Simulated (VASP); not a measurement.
# Vibrations of HgTe at several levels of theory

How much do the zone-centre frequencies of HgTe depend on the functional? The starting structure is a measured crystal structure from the Crystallography Open Database.

Main program and level: VASP 6.6.1; Kohn-Sham DFT with plane waves and PAW; LDA, PBEsol, PBE, PBEsol + D3(BJ), r2SCAN and r2SCAN + rVV10.

## Step 1: The structure

The structure is cubic, space group F-43m (No. 216). Conventional cell: a = 6.460 Å, b = 6.460 Å, c = 6.460 Å, α = 90.00°, β = 90.00°, γ = 90.00°. Nearest to Hg lie 4 Te at 2.80 Å. Te has 4 Hg at 2.80 Å nearest. Farther neighbours and most contacts between anions are not listed.

Coordinates:

```xyz
2
Lattice="0.0000 3.2300 3.2300 3.2300 0.0000 3.2300 3.2300 3.2300 0.0000" Properties=species:S:1:pos:R:3 pbc="T T T"
Hg    0.0000    0.0000    0.0000
Te    4.8450    4.8450    4.8450
```

## Step 2: Modes with LDA

LDA, the lowest rung, knows the local density alone. The cell comes from a relaxation at this level, not shown (67.04 Å³).

INCAR reads:

```
SYSTEM = HgTe
PREC = Accurate
ENCUT = 450
EDIFF = 1E-08
NELM = 100
ISMEAR = 0
SIGMA = 0.05
LREAL = .FALSE.
ALGO = Normal
GGA = CA
NBANDS = 15
LORBIT = 11
LWAVE = .FALSE.
LCHARG = .FALSE.
KPAR = 4
IBRION = 8
ISIF = 2
```

POSCAR reads:

```
HgTe
1.0
    0.0000000000      3.2243247313      3.2243247313
    3.2243247313      0.0000000000      3.2243247313
    3.2243247313      3.2243247313      0.0000000000
Hg Te
1 1
Direct
    0.0000000000      0.0000000000      0.0000000000
    0.7500000000      0.7500000000      0.7500000000
```

KPOINTS reads:

```
Automatic mesh
0
Gamma
10 10 10
0 0 0
```

The projector-augmented-wave data sets are Hg and Te (LDA family, release 64).

Command:

```bash
mpirun -np 4 vasp_std
```

The log of the run:

```text
[banner, memory and clock lines left out]
running    4 mpi-ranks, on    1 nodes
 distrk:  each k-point on    1 cores,    4 groups
 distr:  one band on    1 cores,    1 groups

 POSCAR found type information on POSCAR HgTe
 POSCAR found :  2 types and       2 ions
 LDA part: xc-table for (Slater(with rela. corr.)+CA(PZ))
 , standard interpolation
 POSCAR, INCAR and KPOINTS ok, starting setup
 FFT: planning ... GRIDC
 FFT: planning ... GRID_SOFT
 FFT: planning ... GRID
 WAVECAR not read
 entering main loop
       N       E                     dE             d eps       ncg     rms          rms(c)
DAV:   1     0.967746529159E+02    0.96775E+02   -0.73543E+03  1410   0.920E+02
DAV:   2    -0.181510297307E+01   -0.98590E+02   -0.93188E+02  1627   0.228E+02
DAV:   3    -0.523511925836E+01   -0.34200E+01   -0.34115E+01  1718   0.442E+01
DAV:   4    -0.526820432948E+01   -0.33085E-01   -0.33083E-01  2135   0.397E+00
DAV:   5    -0.526827576986E+01   -0.71440E-04   -0.71440E-04  1830   0.176E-01    0.779E+00
DAV:   6    -0.505530411425E+01    0.21297E+00   -0.42929E-01  1613   0.931E+00    0.617E+00
DAV:   7    -0.504152813445E+01    0.13776E-01   -0.96028E-02  1550   0.226E+00    0.218E+00
DAV:   8    -0.503884662652E+01    0.26815E-02   -0.10693E-02  1641   0.127E+00    0.547E-01
DAV:   9    -0.503849189617E+01    0.35473E-03   -0.72680E-04  1781   0.309E-01    0.124E-01
DAV:  10    -0.503848575495E+01    0.61412E-05   -0.67219E-05  1751   0.771E-02    0.524E-02
DAV:  11    -0.503848767405E+01   -0.19191E-05   -0.15961E-05  1677   0.370E-02    0.278E-02
DAV:  12    -0.503848656050E+01    0.11136E-05   -0.28720E-06  1578   0.155E-02    0.125E-02
DAV:  13    -0.503848658301E+01   -0.22506E-07   -0.22253E-07  1760   0.297E-03    0.892E-03
DAV:  14    -0.503848654742E+01    0.35586E-07   -0.85431E-08  1655   0.361E-03    0.184E-03
DAV:  15    -0.503848654552E+01    0.19002E-08   -0.21994E-08  1522   0.796E-04
   1 F= -.50384865E+01 E0= -.50384478E+01  d E =-.774149E-04
 Linear response reoptimize wavefunctions to high precision
DAV:   1    -0.503848654552E+01    0.90949E-12   -0.47862E-10  1125   0.150E-04
 Linear response DOF=           2
 Linear response progress:
  Degree of freedom:   1/  2
       N       E                     dE             d eps       ncg     rms          rms(c)
RMM:   1    -0.379462331226E+00   -0.37946E+00   -0.15100E-01  8246   0.276E+00
RMM:   2    -0.377772169060E+00    0.16902E-02   -0.17120E-03  7845   0.294E-01    0.124E-01
RMM:   3    -0.377378726541E+00    0.39344E-03   -0.76260E-05  8532   0.527E-02    0.735E-02
RMM:   4    -0.377036933444E+00    0.34179E-03   -0.47774E-05  8239   0.387E-02    0.159E-02
RMM:   5    -0.377034178182E+00    0.27553E-05   -0.18691E-06  8977   0.876E-03    0.201E-03
RMM:   6    -0.377043076315E+00   -0.88981E-05   -0.91450E-08  8857   0.152E-03    0.559E-04
RMM:   7    -0.377043498911E+00   -0.42260E-06   -0.64906E-08  8986   0.527E-04    0.109E-04
RMM:   8    -0.377043261009E+00    0.23790E-06   -0.58106E-08  9173   0.223E-04    0.487E-05
RMM:   9    -0.377043407191E+00   -0.14618E-06   -0.54933E-08  9033   0.156E-04    0.824E-06
RMM:  10    -0.377043402578E+00    0.46130E-08   -0.53386E-08  9519   0.124E-04    0.268E-06
 first order change of Fermi-energy  -0.94410E-04
 force on displaced ion       1 direction 1 :  -3.911   0.000   0.000
 Linear response progress:
  Degree of freedom:   2/  2
       N       E                     dE             d eps       ncg     rms          rms(c)
RMM:   1    -0.481116100451E-01   -0.48112E-01    0.58026E-02 12615   0.106E+00
RMM:   2    -0.485836704536E-01   -0.47206E-03   -0.17293E-03  8004   0.280E-01    0.127E-01
RMM:   3    -0.485855856808E-01   -0.19152E-05   -0.10299E-04  8306   0.596E-02    0.776E-02
RMM:   4    -0.486282750174E-01   -0.42689E-04   -0.29957E-05  8355   0.312E-02    0.878E-03
RMM:   5    -0.486317207877E-01   -0.34458E-05   -0.11864E-06  8520   0.612E-03    0.451E-03
RMM:   6    -0.486317548981E-01   -0.34110E-07    0.29658E-08  8588   0.164E-03    0.184E-03
RMM:   7    -0.486300299877E-01    0.17249E-05    0.91427E-08  8543   0.599E-04    0.762E-04
RMM:   8    -0.486300724237E-01   -0.42436E-07    0.96446E-09  8695   0.218E-04    0.184E-04
RMM:   9    -0.486300940758E-01   -0.21652E-07    0.21670E-08  8574   0.714E-05    0.142E-05
RMM:  10    -0.486301294287E-01   -0.35353E-07    0.41972E-08  8907   0.346E-05    0.608E-06
RMM:  11    -0.486301515430E-01   -0.22114E-07    0.37555E-08  8256   0.270E-05    0.305E-06
RMM:  12    -0.486301537233E-01   -0.21802E-08    0.28660E-08  6524   0.240E-05    0.456E-07
 first order change of Fermi-energy   0.32705E-03
 force on displaced ion       2 direction 1 :  -3.906  -0.000  -0.000
 Linear response finished
```

Wall time 2.4 min (4 MPI ranks of AMD EPYC 7R43, shared host); peak memory 1.5 GiB.

Lines that name or quote the potential files are left out of all logs, and their timing lines are given in words.

From OUTCAR (step 2):

```text
ion  position               nearest neighbor table
   1  0.000  0.000  0.000-   2 2.79   2 2.79   2 2.79   2 2.79
   2  0.750  0.750  0.750-   1 2.79   1 2.79   1 2.79   1 2.79

  LATTYP: Found a face centered cubic cell.
 ALAT       =     6.4486494626

 Subroutine GETGRP returns: Found 24 space group operations
 (whereof 24 operations were pure point group operations)

The static configuration has the point symmetry T_d .

 Found     47 irreducible k-points:

   k-points           NKPTS =     47   k-points in BZ     NKDIM =     47   number of bands    NBANDS=     15

   dimension x,y,z NGX =    32 NGY =   32 NGZ =   32
   dimension x,y,z NGXF=    64 NGYF=   64 NGZF=   64

   ENCUT  =  450.0 eV  33.07 Ry    5.75 a.u.   7.89  7.89  7.89*2*pi/ulx,y,z

   NELECT =      18.0000    total number of electrons

 k-points in reciprocal lattice and weights: Automatic mesh
   0.00000000  0.00000000  0.00000000       0.001
   0.10000000  0.00000000  0.00000000       0.008
   0.20000000  0.00000000  0.00000000       0.008
   0.30000000  0.00000000  0.00000000       0.008
   0.40000000  0.00000000  0.00000000       0.008
   0.50000000  0.00000000  0.00000000       0.004
   0.10000000  0.10000000  0.00000000       0.006
   0.20000000  0.10000000  0.00000000       0.024
   0.30000000  0.10000000  0.00000000       0.024
[...]
-0.30000000  0.40000000  0.20000000       0.024
  -0.30000000  0.50000000  0.20000000       0.012

 average (electrostatic) potential at core
       1 -40.7916       2 -92.2149

  Total       -0.0018476     -0.0018476     -0.0018476     -0.0000000     -0.0000000      0.0000000
  in kB       -0.0441538     -0.0441538     -0.0441538     -0.0000000     -0.0000000      0.0000000
  external PRESSURE =      -0.0441538 kB  Pullay stress =       0.0000000 kB

  energy-cutoff  :      450.00
  volume of cell :       67.04
      direct lattice vectors                 reciprocal lattice vectors
     0.000000000  3.224324731  3.224324731    -0.155071229  0.155071229  0.155071229
     3.224324731  0.000000000  3.224324731     0.155071229 -0.155071229  0.155071229
     3.224324731  3.224324731  0.000000000     0.155071229  0.155071229 -0.155071229

 POSITION                                       TOTAL-FORCE (eV/Angst)
 -----------------------------------------------------------------------------------
      0.00000      0.00000      0.00000        -0.000000     -0.000000     -0.000000
      4.83649      4.83649      4.83649         0.000000      0.000000      0.000000
 -----------------------------------------------------------------------------------
    total drift:                               -0.000000     -0.000000      0.000000

 Eigenvectors and eigenvalues of the dynamical matrix
 ----------------------------------------------------

   1 f  =    3.499669 THz    21.989066 2PiTHz  116.736376 cm-1    14.473459 meV
             X         Y         Z           dx          dy          dz
      0.000000  0.000000  0.000000    -0.623788    0.000000    0.000000
      4.836487  4.836487  4.836487     0.781594    0.000000    0.000000

   2 f  =    3.499669 THz    21.989066 2PiTHz  116.736376 cm-1    14.473459 meV
             X         Y         Z           dx          dy          dz
      0.000000  0.000000  0.000000     0.000000    0.623788    0.000000
      4.836487  4.836487  4.836487     0.000000   -0.781594    0.000000

   3 f  =    3.499669 THz    21.989066 2PiTHz  116.736376 cm-1    14.473459 meV
             X         Y         Z           dx          dy          dz
      0.000000  0.000000  0.000000     0.000000    0.000000   -0.623788
      4.836487  4.836487  4.836487     0.000000    0.000000    0.781594

   4 f/i=    0.001119 THz     0.007034 2PiTHz    0.037341 cm-1     0.004630 meV
             X         Y         Z           dx          dy          dz
      0.000000  0.000000  0.000000     0.000000    0.753231   -0.208644
      4.836487  4.836487  4.836487     0.000000    0.601151   -0.166518

   5 f/i=    0.001119 THz     0.007034 2PiTHz    0.037341 cm-1     0.004630 meV
             X         Y         Z           dx          dy          dz
      0.000000  0.000000  0.000000    -0.781594    0.000000    0.000000
      4.836487  4.836487  4.836487    -0.623788    0.000000    0.000000

   6 f/i=    0.001119 THz     0.007034 2PiTHz    0.037341 cm-1     0.004630 meV
             X         Y         Z           dx          dy          dz
      0.000000  0.000000  0.000000     0.000000   -0.208644   -0.753231
      4.836487  4.836487  4.836487     0.000000   -0.166518   -0.601151

 ELASTIC MODULI CONTR FROM IONIC RELAXATION (kBar)
 Direction    XX          YY          ZZ          XY          YZ          ZX
 --------------------------------------------------------------------------------
 XX          -0.0000     -0.0000     -0.0000     -0.0000     -0.0000      0.0000
 YY          -0.0000     -0.0000     -0.0000     -0.0000     -0.0000     -0.0000
 ZZ          -0.0000     -0.0000     -0.0000     -0.0000     -0.0000      0.0000
 XY          -0.0000     -0.0000     -0.0000   -178.8482     -0.0000     -0.0000
 YZ          -0.0000     -0.0000     -0.0000     -0.0000   -178.8482     -0.0000
 ZX           0.0000     -0.0000      0.0000     -0.0000     -0.0000   -178.8482
 --------------------------------------------------------------------------------
```

Energies printed during the response cycles are not total energies of the cell.

LDA: the zone-centre mode is T2 116.7 cm⁻¹.

## Step 3: Modes with LDA at the measured cell

A relaxation of the atoms in the fixed cell, not shown, had nothing to move.

INCAR is that of step 2.

POSCAR reads:

```
HgTe
1.0
    0.0000000000      3.2300000000      3.2300000000
    3.2300000000      0.0000000000      3.2300000000
    3.2300000000      3.2300000000      0.0000000000
Hg Te
1 1
Direct
    0.0000000000      0.0000000000      0.0000000000
    0.7500000000      0.7500000000      0.7500000000
```

KPOINTS is that of step 2.

Command:

```bash
mpirun -np 4 vasp_std
```

The log of the run:

```text
[... set-up lines as in an earlier step ...]
 entering main loop
       N       E                     dE             d eps       ncg     rms          rms(c)
DAV:   1     0.953652591449E+02    0.95365E+02   -0.73184E+03  1418   0.915E+02
DAV:   2    -0.177286596382E+01   -0.97138E+02   -0.91685E+02  1571   0.230E+02
DAV:   3    -0.523194927955E+01   -0.34591E+01   -0.34487E+01  1760   0.444E+01
DAV:   4    -0.526686774543E+01   -0.34918E-01   -0.34915E-01  2058   0.398E+00
[...]
DAV:  13    -0.503821777193E+01   -0.22249E-07   -0.21230E-07  1753   0.293E-03    0.875E-03
DAV:  14    -0.503821773870E+01    0.33229E-07   -0.79546E-08  1683   0.348E-03    0.188E-03
DAV:  15    -0.503821773678E+01    0.19165E-08   -0.20981E-08  1515   0.775E-04
   1 F= -.50382177E+01 E0= -.50381790E+01  d E =-.774623E-04
 Linear response reoptimize wavefunctions to high precision
DAV:   1    -0.503821773692E+01   -0.14097E-09   -0.45417E-10  1069   0.143E-04
DAV:   2    -0.503821773687E+01    0.58662E-10   -0.63531E-11   810   0.521E-05
 Linear response DOF=           2
 Linear response progress:
[...]
RMM:   9    -0.377117741454E+00   -0.16873E-06   -0.18137E-09  8994   0.753E-05    0.835E-06
RMM:  10    -0.377117719943E+00    0.21511E-07   -0.17133E-09  9446   0.422E-05    0.278E-06
RMM:  11    -0.377117720746E+00   -0.80234E-09    0.28259E-09  7907   0.370E-05    0.499E-07
 first order change of Fermi-energy  -0.89929E-04
 force on displaced ion       1 direction 1 :  -3.815  -0.000  -0.000
 Linear response progress:
  Degree of freedom:   2/  2
       N       E                     dE             d eps       ncg     rms          rms(c)
RMM:   1    -0.481289201891E-01   -0.48129E-01    0.58199E-02 12609   0.105E+00
RMM:   2    -0.486088658088E-01   -0.47995E-03   -0.17276E-03  7999   0.279E-01    0.126E-01
RMM:   3    -0.486103009225E-01   -0.14351E-05   -0.10336E-04  8293   0.596E-02    0.770E-02
RMM:   4    -0.486523909310E-01   -0.42090E-04   -0.29922E-05  8351   0.312E-02    0.882E-03
[...]
RMM:  11    -0.486543701531E-01   -0.22813E-07   -0.25637E-10  8212   0.159E-05    0.304E-06
RMM:  12    -0.486543810973E-01   -0.10944E-07   -0.95120E-09  6380   0.128E-05    0.454E-07
RMM:  13    -0.486543789639E-01    0.21334E-08   -0.15825E-08  3624   0.122E-05    0.156E-07
 first order change of Fermi-energy   0.32098E-03
 force on displaced ion       2 direction 1 :  -3.814  -0.000  -0.000
 Linear response finished
```

Wall time 2.9 min (4 MPI ranks); peak memory 1.5 GiB.

OUTCAR, selected parts (step 3):

```text
  Total       -0.1050369     -0.1050369     -0.1050369     -0.0000000      0.0000000      0.0000000
  in kB       -2.4969792     -2.4969792     -2.4969792     -0.0000000      0.0000000      0.0000000
  external PRESSURE =      -2.4969792 kB  Pullay stress =       0.0000000 kB

 POSITION                                       TOTAL-FORCE (eV/Angst)
 -----------------------------------------------------------------------------------
      0.00000      0.00000      0.00000         0.000000      0.000000     -0.000000
      4.84500      4.84500      4.84500        -0.000000     -0.000000      0.000000
 -----------------------------------------------------------------------------------
    total drift:                               -0.000000     -0.000000      0.000000

[... 1 part as in an earlier step ...]

[... 1 further part left out ...]
```

With LDA at the measured cell the mode is T2 115.3 cm⁻¹, -1.4 cm⁻¹ from LDA.

## Step 4: Modes with PBEsol

PBEsol restores the gradient expansion of exchange and is tuned for the cells of solids. The cell comes from a relaxation at this level, not shown (69.20 Å³).

INCAR: that of step 3 with these lines changed.

```diff
@@ -9,3 +9,3 @@
 ALGO = Normal
-GGA = CA
+GGA = PS
 NBANDS = 15
```

POSCAR reads:

```
HgTe
1.0
    0.0000000000      3.2585114791      3.2585114791
    3.2585114791      0.0000000000      3.2585114791
    3.2585114791      3.2585114791      0.0000000000
Hg Te
1 1
Direct
    0.0000000000      0.0000000000      0.0000000000
    0.7500000000      0.7500000000      0.7500000000
```

KPOINTS is that of step 3.

The projector-augmented-wave data sets are Hg and Te (PBE family, release 64).

Command:

```bash
mpirun -np 4 vasp_std
```

The log of the run:

```text
[banner, memory and clock lines left out]
running    4 mpi-ranks, on    1 nodes
[...]
|                                                                             |
|               ----> ADVICE to this user running VASP <----                  |
|                                                                             |
|     You enforced a specific xc type in the INCAR file but a different       |
|     [... a line on the potential file left out ...]
|     I HOPE YOU KNOW WHAT YOU ARE DOING!                                     |
|                                                                             |

 LDA part: xc-table for (Slater+PW92), standard interpolation
 POSCAR, INCAR and KPOINTS ok, starting setup
[...]
entering main loop
       N       E                     dE             d eps       ncg     rms          rms(c)
DAV:   1     0.960538393376E+02    0.96054E+02   -0.75059E+03  1434   0.923E+02
DAV:   2    -0.112373894067E+01   -0.97178E+02   -0.91766E+02  1592   0.228E+02
[...]
RMM:   8    -0.377749316115E+00    0.35817E-06   -0.55093E-09  9138   0.177E-04    0.478E-05
RMM:   9    -0.377749687808E+00   -0.37169E-06   -0.41847E-09  8478   0.123E-04    0.868E-06
RMM:  10    -0.377749691946E+00   -0.41381E-08   -0.27384E-09  9346   0.273E-05    0.377E-06
 first order change of Fermi-energy  -0.92068E-04
 force on displaced ion       1 direction 1 :  -3.436  -0.000  -0.000
 Linear response progress:
  Degree of freedom:   2/  2
       N       E                     dE             d eps       ncg     rms          rms(c)
RMM:   1    -0.471650553333E-01   -0.47165E-01    0.61576E-02 12552   0.103E+00
RMM:   2    -0.477636417679E-01   -0.59859E-03   -0.16663E-03  7992   0.268E-01    0.119E-01
RMM:   3    -0.477977425861E-01   -0.34101E-04   -0.10032E-04  8282   0.592E-02    0.731E-02
RMM:   4    -0.478889894971E-01   -0.91247E-04   -0.28981E-05  8307   0.328E-02    0.866E-03
[...]
RMM:  10    -0.479009158790E-01   -0.61032E-07   -0.92922E-09  8799   0.366E-05    0.123E-05
RMM:  11    -0.479009343517E-01   -0.18473E-07   -0.11754E-08  8816   0.141E-05    0.192E-06
RMM:  12    -0.479009349187E-01   -0.56697E-09    0.33321E-09  7330   0.719E-06    0.306E-07
 first order change of Fermi-energy   0.32663E-03
 force on displaced ion       2 direction 1 :  -3.450   0.000   0.000
 Linear response finished
```

It took 2.7 min on 4 MPI ranks; peak memory 1.6 GiB.

From OUTCAR (step 4):

```text
  Total       -0.0005880     -0.0005880     -0.0005880      0.0000000     -0.0000000      0.0000000
  in kB       -0.0136151     -0.0136151     -0.0136151      0.0000000     -0.0000000      0.0000000
  external PRESSURE =      -0.0136151 kB  Pullay stress =       0.0000000 kB

 POSITION                                       TOTAL-FORCE (eV/Angst)
 -----------------------------------------------------------------------------------
      0.00000      0.00000      0.00000         0.000000     -0.000000     -0.000000
      4.88777      4.88777      4.88777        -0.000000      0.000000      0.000000
 -----------------------------------------------------------------------------------
    total drift:                                0.000000      0.000000      0.000000

[... 1 part as in an earlier step ...]

[... 1 further part left out ...]
```

With PBEsol the mode is T2 109.6 cm⁻¹, -7.1 cm⁻¹ from LDA.

(Part 1 of 2 ends here.)

[Lines on the potential files, build, host, timing and source positions are cut from VASP's logs without a mark.]

[Logs are printed without paths, hosts, clocks, repeated set-up lines and the standing remarks that a program may print on its own settings, such as how far it seeks lower states.]

[Hosts, paths, dates, database ids (printed as entryN), source tags and the programs' standing remarks are cut or masked in the printed files.]
